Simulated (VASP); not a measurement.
An input for Quantum ESPRESSO's pw.x (written as the equivalent of a VASP run, and not itself run):

```
&CONTROL
  calculation = 'scf'
  pseudo_dir = './pseudo'
  outdir = './out'
  tprnfor = .true.
  tstress = .true.
/
&SYSTEM
  ibrav = 0
  nat = 5
  ntyp = 3
  ecutwfc = 84
  occupations = 'smearing'
  smearing = 'methfessel-paxton'
  degauss = 0.00735
  input_dft = 'pbe'
/
&ELECTRONS
  conv_thr = 7.3e-08
  electron_maxstep = 100
/
ATOMIC_SPECIES
  Bi 208.980 Bi.upf
  Te 127.600 Te.upf
  O 15.999 O.upf
CELL_PARAMETERS angstrom
     2.8205650   -2.8204850    0.0000000
     2.8205650    2.8204850    0.0000000
    -2.8114920    0.0000000    6.3727900
ATOMIC_POSITIONS crystal
  Bi   0.6532800  0.6552600  0.3078700
  Bi   0.3447400  0.3467200  0.6921300
  Te   0.9955900  0.0044100  0.0000000
  O    0.7481900  0.2518100  0.5000000
  O    0.2480300  0.7519700  0.5000000
K_POINTS automatic
  6 6 4 0 0 0
```

Problem. Write the VASP files for the same calculation (PBE).

Solution. Several could match; the one computed here: 
POSCAR:
```
Bi2TeO2
1
    2.8205650000    -2.8204850000     0.0000000000
    2.8205650000     2.8204850000     0.0000000000
   -2.8114920000     0.0000000000     6.3727900000
Bi Te O
2 1 2
Direct
  0.6532800000   0.6552600000   0.3078700000
  0.3447400000   0.3467200000   0.6921300000
  0.9955900000   0.0044100000   0.0000000000
  0.7481900000   0.2518100000   0.5000000000
  0.2480300000   0.7519700000   0.5000000000
```

**KPOINTS**
```
Automatic
0
G
 6 6 4
0 0 0
```

### INCAR
```
! general
SYSTEM  = Bi2TeO2
PREC    = Accurate
ENCUT   = 520
LREAL   = .FALSE.
LASPH   = .TRUE.

! electronic loop
EDIFF   = 1E-6   ! SCF stop (eV)
NELM    = 100
ALGO    = Normal   ! blocked Davidson
LMAXMIX = 4   ! l cut-off of mixed one-centre charges

! smearing
ISMEAR  = 1
SIGMA   = 0.1   ! width (eV)

! functional
GGA     = PE

! ions
ISIF    = 2

! output
LWAVE   = .FALSE.
LCHARG  = .FALSE.
```

POTCAR, in this order: Bi_d Te O (PBE.64 set). Program: vasp_std.

Limits of the translation: the potentials are each code's own (VASP's PAW set, PseudoDojo norm-conserving files in pw.x), so ENCUT and ecutwfc are chosen apart and not converted; conv_thr bounds pw.x's estimated SCF error, while EDIFF bounds the energy change between steps.

The structure comes from a computed database's Bi2TeO2 entry (Fmm2); how it stands against other phases isn't given here. The cell was not relaxed at this level, atoms are displaced from their ideal sites.
